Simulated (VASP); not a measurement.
Output of a VASP run:

### OUTCAR
```
 ion  position               nearest neighbor table
   1  0.750  0.250  0.500-   2 2.45   2 2.45   2 2.45   2 2.45
   2  0.000  0.000  0.000-   1 2.45   1 2.45   1 2.45   1 2.45
  LATTYP: Found a body centered tetragonal cell.
 ALAT       =     4.7328060000
 C/A-ratio  =     0.5456120534
 Subroutine PRICEL returns:
 Original cell was already a primitive cell.
 Subroutine GETGRP returns: Found 16 space group operations
The static configuration has the point symmetry D_2d.
 The point group associated with its full space group is D_4h.
The dynamic configuration has the point symmetry D_2d.
The overall configuration has the point symmetry D_2d.
 Subroutine INISYM returns: Found 16 space group operations
 Subroutine IBZKPT returns following result:
 Found    244 irreducible k-points:

 Following reciprocal coordinates:
            Coordinates               Weight
  0.000000  0.000000  0.000000      1.000000
  0.071429 -0.000000  0.000000      8.000000
  0.142857  0.000000 -0.000000      8.000000
  0.214286 -0.000000  0.000000      8.000000
  0.285714  0.000000 -0.000000      8.000000
  0.357143  0.000000  0.000000      8.000000
  0.428571 -0.000000  0.000000      8.000000
  0.500000 -0.000000  0.000000      4.000000
  0.071429  0.071429  0.000000      8.000000
  0.142857  0.071429 -0.000000     16.000000
  0.214286  0.071429  0.000000     16.000000
  0.285714  0.071429 -0.000000     16.000000
  0.357143  0.071429  0.000000     16.000000
  0.428571  0.071429  0.000000     16.000000
  0.500000  0.071429  0.000000     16.000000
 -0.428571  0.071429  0.000000     16.000000
 -0.357143  0.071429  0.000000     16.000000
 -0.285714  0.071429  0.000000     16.000000
 -0.214286  0.071429  0.000000     16.000000
 -0.142857  0.071429  0.000000     16.000000
 -0.071429  0.071429  0.000000      4.000000
  0.142857  0.142857 -0.000000      8.000000
  0.214286  0.142857 -0.000000     16.000000
  0.285714  0.142857  0.000000     16.000000
  0.357143  0.142857  0.000000     16.000000
  0.428571  0.142857  0.000000     16.000000
  0.500000  0.142857 -0.000000     16.000000
 -0.428571  0.142857  0.000000     16.000000
 -0.357143  0.142857  0.000000     16.000000
 -0.285714  0.142857  0.000000     16.000000
 -0.214286  0.142857 -0.000000     16.000000
 -0.142857  0.142857  0.000000      4.000000
  0.214286  0.214286  0.000000      8.000000
  0.285714  0.214286  0.000000     16.000000
  0.357143  0.214286  0.000000     16.000000
  0.428571  0.214286  0.000000     16.000000
  0.500000  0.214286  0.000000     16.000000
 -0.428571  0.214286 -0.000000     16.000000
 -0.357143  0.214286  0.000000     16.000000
 -0.285714  0.214286  0.000000     16.000000
   k-points           NKPTS =    244   k-points in BZ     NKDIM =    244   number of bands    NBANDS=     19
   number of dos      NEDOS =    301   number of ions     NIONS =      2
   total plane-waves  NPLWV =  13824
   dimension x,y,z NGX =    24 NGY =   24 NGZ =   24
   dimension x,y,z NGXF=    48 NGYF=   48 NGZF=   48
   ions per type =               2
   PREC   = accura    normal or accurate (medium, high low for compatibility)
   ISTART =      0    job   : 0-new  1-cont  2-samecut
   ICHARG =      2    charge: 1-file 2-atom 10-const
   ISPIN  =      2    spin polarized calculation?
   LNONCOLLINEAR =      F non collinear calculations
   LSORBIT =      F    spin-orbit coupling
   INIWAV =      1    electr: 0-lowe 1-rand  2-diag
   ENCUT  =  400.0 eV  29.40 Ry    5.42 a.u.   5.85  5.85  5.85*2*pi/ulx,y,z
   NELM   =    100;   NELMIN=  2; NELMDL= -5     # of ELM steps
   EDIFF  = 0.1E-05   stopping-criterion for ELM
   LREAL  =      F    real-space projection
   NLSPLINE    = F    spline interpolate recip. space projectors
   LMAXMIX     =    4 max onsite mixed and CHGCAR
   VOSKOWN=      0    Vosko Wilk Nusair interpolation
   EDIFFG = 0.1E-04   stopping-criterion for IOM
...
```

OSZICAR:
```
       N       E                     dE             d eps       ncg     rms          rms(c)
DAV:   1     0.258405815218E+03    0.25841E+03   -0.13463E+04 18624   0.133E+03
DAV:   2    -0.100865176517E+02   -0.26849E+03   -0.26382E+03 18877   0.451E+02
DAV:   3    -0.178676956749E+02   -0.77812E+01   -0.75807E+01 22169   0.884E+01
DAV:   4    -0.179765944942E+02   -0.10890E+00   -0.10847E+00 20811   0.977E+00
DAV:   5    -0.179778017394E+02   -0.12072E-02   -0.12071E-02 21281   0.111E+00    0.245E+01
DAV:   6    -0.164948512597E+02    0.14830E+01   -0.10291E+01 19893   0.303E+01    0.553E+00
DAV:   7    -0.165824541821E+02   -0.87603E-01   -0.47336E-01 20620   0.669E+00    0.347E+00
DAV:   8    -0.165982743801E+02   -0.15820E-01   -0.22854E-02 20087   0.182E+00    0.130E+00
DAV:   9    -0.165954604751E+02    0.28139E-02   -0.44044E-03 19785   0.777E-01    0.599E-01
DAV:  10    -0.165954338597E+02    0.26615E-04   -0.24217E-03 19741   0.485E-01    0.644E-02
DAV:  11    -0.165954427473E+02   -0.88876E-05   -0.10416E-04 20472   0.105E-01    0.341E-02
DAV:  12    -0.165954413552E+02    0.13921E-05   -0.11657E-05 19699   0.356E-02    0.111E-02
DAV:  13    -0.165954391497E+02    0.22055E-05   -0.18424E-06 12162   0.973E-03    0.272E-03
DAV:  14    -0.165954389445E+02    0.20523E-06   -0.26523E-07  9419   0.498E-03
   1 F= -.16595439E+02 E0= -.16595503E+02  d E =0.193044E-03  mag=     2.0000
```

### OUTCAR
```
------------------------ aborting loop because EDIFF is reached ----------------------------------------
  FORCE on cell =-STRESS in cart. coord.  units (eV):
  Direction    XX          YY          ZZ          XY          YZ          ZX
  --------------------------------------------------------------------------------------
  Total       -0.2262068     -0.2262068      0.1655991      0.0000000      0.0000000      0.0000000
  in kB      -12.5315917    -12.5315917      9.1739949      0.0000000      0.0000000      0.0000000
  external PRESSURE =      -5.2963962 kB  Pullay stress =       0.0000000 kB
  volume of cell :       28.92
      direct lattice vectors                 reciprocal lattice vectors
    -2.366403000  2.366403000  1.291138000     0.000000000  0.211291145  0.387255274
     2.366403000 -2.366403000  1.291138000     0.211291145  0.000000000  0.387255274
     2.366403000  2.366403000 -1.291138000     0.211291145  0.211291145  0.000000000
 POSITION                                       TOTAL-FORCE (eV/Angst)
 -----------------------------------------------------------------------------------
      0.00000      2.36640      0.64557         0.000000      0.000000      0.000000
      0.00000      0.00000      0.00000        -0.000000     -0.000000     -0.000000
 -----------------------------------------------------------------------------------
    total drift:                                0.000000      0.000000     -0.000000
  FREE ENERGIE OF THE ION-ELECTRON SYSTEM (eV)
  ---------------------------------------------------
  free  energy   TOTEN  =       -16.5954389445 eV

  energy  without entropy=      -16.5956319881  energy(sigma->0) =      -16.59550329

 total charge

# of ion       s       p       d       tot
------------------------------------------
    1        2.333   6.183   3.150  11.666
    2        2.333   6.183   3.150  11.666
--------------------------------------------------
tot          4.665  12.366   6.300  23.331

 magnetization (x)

# of ion       s       p       d       tot
------------------------------------------
    1        0.021   0.042   0.836   0.899
    2        0.021   0.042   0.836   0.899
--------------------------------------------------
tot          0.041   0.085   1.673   1.799
```
(Selected blocks of OUTCAR.)

File POSCAR:
```
V
1
   -2.3664030000     2.3664030000     1.2911380000
    2.3664030000    -2.3664030000     1.2911380000
    2.3664030000     2.3664030000    -1.2911380000
V
2
Direct
  0.7500000000   0.2500000000   0.5000000000
  0.0000000000   0.0000000000   0.0000000000
```

**Question.** Write an INCAR and KPOINTS that could have produced this output.

**Answer.** This is not unique; one that fits is the input of the run itself, PBE GGA, plane waves, VASP's PBE PAW potentials (set 64).

INCAR:
```
SYSTEM = V
PREC = Accurate
ENCUT = 400
EDIFF = 1E-6
NELM = 100
ALGO = Normal
LREAL = .FALSE.
LASPH = .TRUE.
ISMEAR = 1
SIGMA = 0.1
GGA = PE
LMAXMIX = 4
ISPIN = 2
MAGMOM = 2.0 2.0
LORBIT = 10
LWAVE = .FALSE.
LCHARG = .FALSE.
ISIF = 2
NUPDOWN = 2
```

**KPOINTS**
```
Automatic
0
Gamma
14 14 14
```

POTCAR, in this order: V_sv (PBE.64 set). Program: vasp_std.

The structure was generated: V was put into the beta-Sn type (I4_1/amd), which need not be its known phase. The cell was not relaxed at this level. The run is one of a series of settings (NUPDOWN = 2 against the base run), some of them coarse on purpose.
